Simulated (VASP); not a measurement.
Output of a VASP run:

File OSZICAR:
```
       N       E                     dE             d eps       ncg     rms          rms(c)
DAV:   1     0.625937394712E+02    0.62594E+02   -0.66857E+03   910   0.114E+03
DAV:   2    -0.159760199119E+02   -0.78570E+02   -0.73940E+02   940   0.227E+02
DAV:   3    -0.193023560317E+02   -0.33263E+01   -0.32391E+01  1171   0.532E+01
DAV:   4    -0.193721244687E+02   -0.69768E-01   -0.69608E-01  1075   0.746E+00
DAV:   5    -0.193740077146E+02   -0.18832E-02   -0.18827E-02  1184   0.126E+00    0.162E+01
DAV:   6    -0.242958640432E+02   -0.49219E+01   -0.54043E+01   991   0.183E+02    0.256E+01
DAV:   7    -0.175043716166E+02    0.67915E+01   -0.16118E+01  1103   0.114E+02    0.409E+00
DAV:   8    -0.174123667936E+02    0.92005E-01   -0.23176E+00  1333   0.262E+01    0.246E+00
DAV:   9    -0.173746434576E+02    0.37723E-01   -0.24463E-01  1141   0.942E+00    0.524E-01
DAV:  10    -0.173741915743E+02    0.45188E-03   -0.60091E-03  1260   0.120E+00    0.282E-01
DAV:  11    -0.173742526907E+02   -0.61116E-04   -0.78998E-04  1099   0.324E-01    0.309E-02
DAV:  12    -0.173742850344E+02   -0.32344E-04   -0.50256E-05  1176   0.108E-01    0.229E-02
DAV:  13    -0.173742868736E+02   -0.18392E-05   -0.29791E-05  1094   0.111E-01    0.931E-03
DAV:  14    -0.173742872324E+02   -0.35883E-06   -0.16018E-06   849   0.124E-02
   1 F= -.17374287E+02 E0= -.17374586E+02  d E =-.173743E+02
```

**OUTCAR**
```
------------------------ aborting loop because EDIFF is reached ----------------------------------------
  FORCE on cell =-STRESS in cart. coord.  units (eV):
  Direction    XX          YY          ZZ          XY          YZ          ZX
  --------------------------------------------------------------------------------------
  Total       -0.0342112     -0.0342112     -0.0342112     -0.0000000     -0.0000000      0.0000000
  in kB       -1.3535527     -1.3535527     -1.3535527     -0.0000000     -0.0000000      0.0000000
  external PRESSURE =      -1.3535527 kB  Pullay stress =       0.0000000 kB
  volume of cell :       40.50
      direct lattice vectors                 reciprocal lattice vectors
     0.000000000  2.725574373  2.725574373    -0.183447572  0.183447572  0.183447572
     2.725574373  0.000000000  2.725574373     0.183447572 -0.183447572  0.183447572
     2.725574373  2.725574373  0.000000000     0.183447572  0.183447572 -0.183447572
 POSITION                                       TOTAL-FORCE (eV/Angst)
 -----------------------------------------------------------------------------------
      1.36279      1.36279      1.36279         0.000000      0.000000      0.000000
      4.08836      4.08836      4.08836        -0.000000     -0.000000     -0.000000
      0.00000      0.00000      0.00000         0.000000      0.000000     -0.000000
 -----------------------------------------------------------------------------------
    total drift:                               -0.000000     -0.000000      0.000000
  FREE ENERGIE OF THE ION-ELECTRON SYSTEM (eV)
  ---------------------------------------------------
  free  energy   TOTEN  =       -17.3742872324 eV

  energy  without entropy=      -17.3751837971  energy(sigma->0) =      -17.37458609

 reached required accuracy - stopping structural energy minimisation
```
(Selected blocks of OUTCAR.)

**POSCAR**
```
NiSi2
1
    0.0000000000     2.7255743733     2.7255743733
    2.7255743733    -0.0000000000     2.7255743733
    2.7255743733     2.7255743733     0.0000000000
Si Ni
2 1
Direct
  0.2500000000   0.2500000000   0.2500000000
  0.7500000000   0.7500000000   0.7500000000
  0.0000000000   0.0000000000   0.0000000000
```

Q: Reconstruct the remaining input files.

A: This is not unique; one that fits is the input of the run itself, PBE GGA, plane waves, VASP's PBE PAW potentials (set 64).

KPOINTS:
```
Automatic mesh
0
Gamma
9 9 9
0 0 0
```

**INCAR**
```
! general
SYSTEM  = NiSi2
PREC    = Accurate
ENCUT   = 400   ! plane-wave cut-off (eV)
LREAL   = .FALSE.
LASPH   = .TRUE.   ! aspherical one-centre terms

! electronic loop
EDIFF   = 1E-6
NELM    = 100   ! most electronic steps
ALGO    = Normal   ! blocked Davidson
LMAXMIX = 4   ! l cut-off of mixed one-centre charges

! smearing
ISMEAR  = 1
SIGMA   = 0.1   ! width (eV)

! functional
GGA     = PE

! ions
IBRION  = 2   ! conjugate gradients
NSW     = 60
ISIF    = 3
EDIFFG  = -0.02

! output
LWAVE   = .FALSE.
LCHARG  = .FALSE.
```

POTCAR, in this order: Si Ni (PBE.64 set). Program: vasp_std.

The compound is NiSi2 in the fluorite structure. It was relaxed first. The start is the result of an earlier pass. The run is not spin-polarised, so no magnetic state was tried.
